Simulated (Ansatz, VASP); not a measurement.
# TiB2 in two plane-wave programs, part 2 of 2

Wanted: the spread between two codes on one cell, functional and k mesh. The structure shown comes from an earlier Ansatz run, which isn't shown and may have moved the atoms alone.

VASP 6.6.1 and Ansatz 0.2.0.

So far: Starting point; Ansatz: elastic constants, BLYP.

## 3. VASP: elastic constants, BLYP

Level of this step: BLYP; plane waves and PAW (Ti_sv, B) (VASP).

The same cell, functional (in two slightly different forms), mesh and smearing now go to VASP, with its own data sets.

Lines of VASP's logs that name or quote its potential files are left out, and so is its time.

Contents of INCAR:

```
SYSTEM = TiB2
PREC = Accurate
ENCUT = 500
EDIFF = 1E-08
NELM = 120
ISMEAR = 1
SIGMA = 0.25
LREAL = .FALSE.
ALGO = Normal
GGA = B5
ALDAX = 1
AGGAX = 1
AGGAC = 1
ALDAC = 0
NBANDS = 15
LASPH = .TRUE.
LORBIT = 11
LWAVE = .FALSE.
LCHARG = .FALSE.
ISIF = 3
IBRION = 6
NFREE = 2
POTIM = 0.015
NSW = 1
GGA_COMPAT = .FALSE.
KPAR = 2
```

Contents of POSCAR:

```
TiB2
1.0
    3.0428267599      0.0000000000      0.0000000000
   -1.5214133799      2.6351652734      0.0000000000
    0.0000000000      0.0000000000      3.2906882606
Ti B
1 2
Direct
    0.0000000000      0.0000000000      0.0000000000
    0.3333333333      0.6666666667      0.5000000000
    0.6666666667      0.3333333333      0.5000000000
```

Contents of KPOINTS:

```
Automatic mesh
0
Gamma
18 18 16
0 0 0
```

The projector-augmented-wave data sets are Ti_sv and B (PBE family, release 64).

Command:

```sh
mpirun -np 2 vasp_std
```

Numbers of over 12 decimals in the logs are rounded to 6 here.

The program printed:

```text
[banner, memory and clock lines left out]
running    2 mpi-ranks, on    1 nodes
 distrk:  each k-point on    1 cores,    2 groups
 distr:  one band on    1 cores,    1 groups

 POSCAR found type information on POSCAR TiB
 POSCAR found :  2 types and       3 ions
|                                                                             |
|               ----> ADVICE to this user running VASP <----                  |
|                                                                             |
|     You enforced a specific xc type in the INCAR file but a different       |
|     [... a line on the potential file left out ...]
|     I HOPE YOU KNOW WHAT YOU ARE DOING!                                     |
|                                                                             |

 LDA part: xc-table for (Slater(with rela. corr.)+VWN5), standard interpolation
 POSCAR, INCAR and KPOINTS ok, starting setup
 FFT: planning ... GRIDC
 FFT: planning ... GRID_SOFT
 FFT: planning ... GRID
 WAVECAR not read
 entering main loop
       N       E                     dE             d eps       ncg     rms          rms(c)
DAV:   1     0.123711213415E+03    0.12371E+03   -0.89705E+03 10012   0.133E+03
DAV:   2    -0.194578252048E+02   -0.14317E+03   -0.13841E+03 10648   0.350E+02
DAV:   3    -0.269951679241E+02   -0.75373E+01   -0.74537E+01 14306   0.785E+01
DAV:   4    -0.272055898305E+02   -0.21042E+00   -0.21026E+00 12447   0.116E+01
DAV:   5    -0.272107874210E+02   -0.51976E-02   -0.51973E-02 14614   0.159E+00    0.157E+01
DAV:   6    -0.218096950972E+02    0.54011E+01   -0.25401E+01 14310   0.517E+01    0.396E+00
DAV:   7    -0.217534419742E+02    0.56253E-01   -0.17812E+00 11086   0.160E+01    0.323E+00
DAV:   8    -0.217519895268E+02    0.14524E-02   -0.12523E-01 15741   0.310E+00    0.107E+00
DAV:   9    -0.217522969673E+02   -0.30744E-03   -0.57545E-02 12337   0.323E+00    0.416E-01
DAV:  10    -0.217509286772E+02    0.13683E-02   -0.52875E-03 14357   0.863E-01    0.826E-02
DAV:  11    -0.217509224674E+02    0.62098E-05   -0.74597E-04 14051   0.309E-01    0.368E-02
DAV:  12    -0.217509201888E+02    0.22787E-05   -0.44767E-05 11956   0.845E-02    0.638E-03
DAV:  13    -0.217509175995E+02    0.25892E-05   -0.26282E-06 12473   0.189E-02    0.258E-03
DAV:  14    -0.217509182954E+02   -0.69584E-06   -0.24138E-07 12091   0.556E-03    0.664E-04
DAV:  15    -0.217509182892E+02    0.61596E-08   -0.54169E-08 14981   0.178E-03
   1 F= -.21750918E+02 E0= -.21751395E+02  d E =0.143023E-02
[... from here on, the cycles between the ionic steps are left out ...]
   2 F= -.21740617E+02 E0= -.21741101E+02  d E =0.145457E-02
  13 F= -.21746769E+02 E0= -.21747248E+02  d E =0.143695E-02
  14 F= -.21749532E+02 E0= -.21750009E+02  d E =0.143028E-02
  15 F= -.21749532E+02 E0= -.21750009E+02  d E =0.143028E-02
  16 F= -.21749520E+02 E0= -.21749994E+02  d E =0.142319E-02
  17 F= -.21749520E+02 E0= -.21749994E+02  d E =0.142319E-02
  18 F= -.21749014E+02 E0= -.21749490E+02  d E =0.142804E-02
  19 F= -.21749014E+02 E0= -.21749490E+02  d E =0.142805E-02
  20 F= -.21749948E+02 E0= -.21750423E+02  d E =0.142427E-02
 Finite differences progress:
  Degree of freedom:  10/ 10
  Displacement:        1/  2
  Total:              19/ 20
 bond charge predicted
       N       E                     dE             d eps       ncg     rms          rms(c)
DAV:   1    -0.217513374347E+02   -0.13890E-02   -0.67776E-01 15660   0.458E+00    0.198E-01
DAV:   2    -0.217502843528E+02    0.10531E-02   -0.66523E-03 19580   0.686E-01    0.103E-01
DAV:   3    -0.217499360793E+02    0.34827E-03   -0.10980E-03 19657   0.219E-01    0.217E-02
DAV:   4    -0.217499463730E+02   -0.10294E-04   -0.12147E-04 18880   0.115E-01    0.854E-03
DAV:   5    -0.217499482022E+02   -0.18291E-05   -0.38618E-06 20074   0.173E-02    0.314E-03
DAV:   6    -0.217499484856E+02   -0.28345E-06   -0.36111E-07 18229   0.785E-03    0.693E-04
DAV:   7    -0.217499484985E+02   -0.12929E-07   -0.34196E-08 18761   0.185E-03    0.238E-04
DAV:   8    -0.217499485002E+02   -0.16514E-08   -0.18317E-09 10084   0.985E-04
  21 F= -.21749949E+02 E0= -.21750423E+02  d E =0.142427E-02
 Finite differences progress:
  Degree of freedom:  10/ 10
  Displacement:        2/  2
  Total:              20/ 20
```

Parts of OUTCAR (step 3):

```text
ion  position               nearest neighbor table
   1  0.000  0.000  0.000-   2 2.41   3 2.41   2 2.41   3 2.41   2 2.41   2 2.41   3 2.41   3 2.41
                             3 2.41   3 2.41   2 2.41   2 2.41
   2  0.333  0.667  0.500-   3 1.76   3 1.76   3 1.76   1 2.41   1 2.41   1 2.41   1 2.41   1 2.41
                             1 2.41
   3  0.667  0.333  0.500-   2 1.76   2 1.76   2 1.76   1 2.41   1 2.41   1 2.41   1 2.41   1 2.41
                             1 2.41

  LATTYP: Found a hexagonal cell.
 ALAT       =     3.0428267599
 C/A-ratio  =     1.0814576446

 Subroutine GETGRP returns: Found 24 space group operations
 (whereof 24 operations were pure point group operations)

The static configuration has the point symmetry D_6h.

 Found    333 irreducible k-points:

   k-points           NKPTS =    333   k-points in BZ     NKDIM =    333   number of bands    NBANDS=     15

   dimension x,y,z NGX =    24 NGY =   24 NGZ =   24
   dimension x,y,z NGXF=    48 NGYF=   48 NGZF=   48

   ENCUT  =  500.0 eV  36.75 Ry    6.06 a.u.   5.55  5.55  6.00*2*pi/ulx,y,z

   NELECT =      18.0000    total number of electrons

 k-points in reciprocal lattice and weights: Automatic mesh
   0.00000000  0.00000000  0.00000000       0.000
   0.05555556  0.00000000  0.00000000       0.001
   0.11111111  0.00000000  0.00000000       0.001
   0.16666667  0.00000000  0.00000000       0.001
   0.22222222  0.00000000  0.00000000       0.001
   0.27777778  0.00000000  0.00000000       0.001
   0.33333333  0.00000000  0.00000000       0.001
   0.38888889  0.00000000  0.00000000       0.001
   0.44444444  0.00000000  0.00000000       0.001
[...]
14      16.0205      0.00000
    ...

 k-point     2 :       0.0556    0.0000    0.0000
  band No.  band energies     occupation
    ...
      5      -3.0244      2.00000
      6       7.4701      2.00000
      7       7.6283      2.00000
      8       7.6583      2.00000
      9       8.1999      2.00000
     10      11.8144     -0.00000
     11      11.9304     -0.00000
     12      13.1906     -0.00000
     13      13.2264     -0.00000
     14      16.2174      0.00000
    ...

 k-point     3 :       0.1111    0.0000    0.0000
  band No.  band energies     occupation
    ...
      5      -2.8523      2.00000
      6       6.9945      2.00000
      7       7.5429      2.00000
      8       7.5895      2.00000
      9       8.2882      2.00000
     10      11.7666     -0.00000
     11      12.2025     -0.00000
     12      12.7456     -0.00000
     13      12.8885     -0.00000
     14      16.5708      0.00000
    ...

 k-point     4 :       0.1667    0.0000    0.0000
  band No.  band energies     occupation
    ...
      5      -2.5699      2.00000
      6       6.2996      2.00000
      7       7.3924      2.00000
      8       7.5171      2.00000
      9       8.3975      2.00000
     10      11.6944     -0.00000
     11      12.3167     -0.00000
     12      12.5880     -0.00000
     13      12.6024     -0.00000
     14      16.8510      0.00000
    ...

  Total        0.0423764      0.0423764      0.0712603      0.0000000      0.0000000      0.0000000
  in kB        2.5731381      2.5731381      4.3269980      0.0000000      0.0000000      0.0000000
  external PRESSURE =       3.1577581 kB  Pullay stress =       0.0000000 kB

  energy-cutoff  :      500.00
  volume of cell :       26.39
      direct lattice vectors                 reciprocal lattice vectors
     3.042826760  0.000000000  0.000000000     0.328641779  0.189741420  0.000000000
    -1.521413380  2.635165273  0.000000000     0.000000000  0.379482839  0.000000000
     0.000000000  0.000000000  3.290688261     0.000000000  0.000000000  0.303887795

 POSITION                                       TOTAL-FORCE (eV/Angst)
 -----------------------------------------------------------------------------------
      0.00000      0.00000      0.00000        -0.000000      0.000000     -0.093058
     -0.00000      1.75678      1.63034        -0.000000     -0.000000      0.129333
      1.52141      0.87839      1.64534         0.000000      0.000000     -0.036275
 -----------------------------------------------------------------------------------
    total drift:                               -0.000000      0.000000     -0.000050

  FREE ENERGIE OF THE ION-ELECTRON SYSTEM (eV)
  ---------------------------------------------------
  free  energy   TOTEN  =       -21.7499485002 eV

  energy  without entropy=      -21.7513727655  energy(sigma->0) =      -21.75042326

  SYMMETRIZED ELASTIC MODULI (kBar)
 Direction    XX          YY          ZZ          XY          YZ          ZX
 --------------------------------------------------------------------------------
 XX        6082.6260    660.3422    924.2908      0.0000     -0.0000      0.0000
 YY         660.3422   6082.6260    924.2908      0.0000      0.0000     -0.0000
 ZZ         924.2908    924.2908   4175.6104      0.0000     -0.0000     -0.0000
 XY           0.0000      0.0000      0.0000   2711.1419      0.0000     -0.0000
 YZ           0.0000      0.0000     -0.0000      0.0000   2240.6493      0.0000
 ZX           0.0000     -0.0000      0.0000     -0.0000      0.0000   2240.6492
 --------------------------------------------------------------------------------

 Eigenvectors and eigenvalues of the dynamical matrix
 ----------------------------------------------------

   1 f  =   25.021210 THz   157.212899 2PiTHz  834.617727 cm-1   103.479363 meV
             X         Y         Z           dx          dy          dz
      0.000000  0.000000  0.000000    -0.000000    0.000000   -0.000000
     -0.000000  1.756777  1.645344    -0.440372   -0.553238    0.000000
      1.521413  0.878388  1.645344     0.440372    0.553238   -0.000000

   2 f  =   25.021210 THz   157.212899 2PiTHz  834.617726 cm-1   103.479363 meV
             X         Y         Z           dx          dy          dz
      0.000000  0.000000  0.000000    -0.000000   -0.000000   -0.000000
     -0.000000  1.756777  1.645344    -0.553238    0.440372    0.000000
      1.521413  0.878388  1.645344     0.553238   -0.440372   -0.000000

   3 f  =   15.798027 THz    99.261929 2PiTHz  526.965448 cm-1    65.335359 meV
             X         Y         Z           dx          dy          dz
      0.000000  0.000000  0.000000     0.000000    0.000000    0.000000
     -0.000000  1.756777  1.645344    -0.000000   -0.000000   -0.707107
      1.521413  0.878388  1.645344    -0.000000   -0.000000    0.707107

   4 f  =   14.271272 THz    89.669048 2PiTHz  476.038403 cm-1    59.021213 meV
             X         Y         Z           dx          dy          dz
      0.000000  0.000000  0.000000     0.000000   -0.000000    0.558024
     -0.000000  1.756777  1.645344    -0.000000    0.000000   -0.586775
      1.521413  0.878388  1.645344    -0.000000    0.000000   -0.586775

   5 f  =   14.222891 THz    89.365060 2PiTHz  474.424580 cm-1    58.821125 meV
             X         Y         Z           dx          dy          dz
      0.000000  0.000000  0.000000     0.347335    0.436353   -0.000000
     -0.000000  1.756777  1.645344    -0.365525   -0.459204    0.000000
      1.521413  0.878388  1.645344    -0.365525   -0.459204    0.000000

   6 f  =   14.222891 THz    89.365060 2PiTHz  474.424580 cm-1    58.821125 meV
             X         Y         Z           dx          dy          dz
      0.000000  0.000000  0.000000     0.436353   -0.347335   -0.000000
     -0.000000  1.756777  1.645344    -0.459204    0.365525    0.000000
      1.521413  0.878388  1.645344    -0.459204    0.365525    0.000000

   7 f/i=    0.000818 THz     0.005139 2PiTHz    0.027284 cm-1     0.003383 meV
             X         Y         Z           dx          dy          dz
      0.000000  0.000000  0.000000     0.149634    0.816434    0.000000
     -0.000000  1.756777  1.645344     0.071094    0.387903    0.000000
      1.521413  0.878388  1.645344     0.071094    0.387903    0.000000

   8 f/i=    0.000818 THz     0.005139 2PiTHz    0.027284 cm-1     0.003383 meV
             X         Y         Z           dx          dy          dz
      0.000000  0.000000  0.000000     0.816434   -0.149634   -0.000000
     -0.000000  1.756777  1.645344     0.387903   -0.071094   -0.000000
      1.521413  0.878388  1.645344     0.387903   -0.071094   -0.000000

   9 f/i=    0.004504 THz     0.028298 2PiTHz    0.150227 cm-1     0.018626 meV
             X         Y         Z           dx          dy          dz
      0.000000  0.000000  0.000000     0.000000   -0.000000    0.829825
     -0.000000  1.756777  1.645344     0.000000   -0.000000    0.394583
      1.521413  0.878388  1.645344     0.000000   -0.000000    0.394583

 ELASTIC MODULI CONTR FROM IONIC RELAXATION (kBar)
 Direction    XX          YY          ZZ          XY          YZ          ZX
 --------------------------------------------------------------------------------
 XX         -10.7292     10.7292      0.0000     -0.0000      0.0000      0.0000
 YY          10.7292    -10.7292      0.0000     -0.0000      0.0000     -0.0000
 ZZ           0.0000      0.0000      0.0000      0.0000      0.0000      0.0000
 XY          -0.0000     -0.0000      0.0000    -10.7292      0.0000      0.0000
 YZ           0.0000      0.0000      0.0000      0.0000      0.0000      0.0000
 ZX           0.0000     -0.0000      0.0000      0.0000      0.0000     -0.0000
 --------------------------------------------------------------------------------

 TOTAL ELASTIC MODULI (kBar)
 Direction    XX          YY          ZZ          XY          YZ          ZX
 --------------------------------------------------------------------------------
 XX        6071.8968    671.0715    924.2908      0.0000     -0.0000      0.0000
 YY         671.0715   6071.8968    924.2908      0.0000      0.0000     -0.0000
 ZZ         924.2908    924.2908   4175.6104      0.0000     -0.0000     -0.0000
 XY           0.0000      0.0000      0.0000   2700.4127      0.0000     -0.0000
 YZ           0.0000      0.0000     -0.0000      0.0000   2240.6493      0.0000
 ZX           0.0000     -0.0000      0.0000     -0.0000      0.0000   2240.6492
 --------------------------------------------------------------------------------

 total charge
# of ion       s       p       d       tot
------------------------------------------
    1        2.168   6.190   2.041  10.399
    2        0.685   1.324   0.000   2.009
    3        0.685   1.324   0.000   2.009
--------------------------------------------------
tot          3.539   8.838   2.041  14.417

[... 2 further parts left out ...]
```

CONTCAR:

```
TiB2
   1.00000000000000
     3.0428267599000001    0.0000000000000000    0.0000000000000000
    -1.5214133799000000    2.6351652734000002    0.0000000000000000
     0.0000000000000000    0.0000000000000000    3.2906882606000001
  Ti              B
     1     2
Direct
     0.0000000000000000    0.0000000000000000    0.0000000000000000
     0.3333333332999970    0.6666666667000030    0.4954416830729310
     0.6666666667000030    0.3333333332999970    0.5000000000000000
```

Levels, forces or a CONTCAR printed for this step are those of its last displaced cell, not of the structure at rest.

## 4. Side by side

Known differences besides the potentials themselves: the cutoff is 420 eV in Ansatz and 500 eV in VASP; Ansatz makes its cores anew for this functional, VASP keeps those of its PBE data sets; VASP's log shows a relativistic correction to its local exchange, Ansatz's none; VASP takes each elastic constant from one size of strain, Ansatz from those that its log lists. Total energies have different zeros and are not compared.

Both answers:

| quantity | Ansatz | VASP | difference |
| --- | --- | --- | --- |
| C11 (GPa) | 606.5 | 607.2 | -0.12 % |
| C22 (GPa) | 606.5 | 607.2 | -0.12 % |
| C33 (GPa) | 417.1 | 417.6 | -0.10 % |
| C12 (GPa) | 66.9 | 67.1 | -0.24 % |
| C13 (GPa) | 91.8 | 92.4 | -0.70 % |
| C23 (GPa) | 91.8 | 92.4 | -0.70 % |
| C44 (GPa) | 222.6 | 224.1 | -0.65 % |
| C55 (GPa) | 222.6 | 224.1 | -0.65 % |
| C66 (GPa) | 269.8 | 270.0 | -0.10 % |

## 5. Summary of results

```yaml
difference_in_c13_elastic_constants_blyp: -0.70 %
```

What this shows: The difference in C13 is -0.70 % (elastic constants, BLYP), within the 5 % picked in this series as the mark of a large difference. 1 further run of this series is not shown here. How closely two codes agree says nothing of how well the functional describes the real material.

[Lines on the potential files, build, host, timing and source positions are cut from VASP's logs without a mark.]

[Logs are printed without paths, hosts, clocks, repeated set-up lines and the standing remarks that a program may print on its own settings, such as how far it seeks lower states.]

[Hosts, paths, dates, database ids (printed as entryN), source tags and the programs' standing remarks are cut or masked in the printed files.]
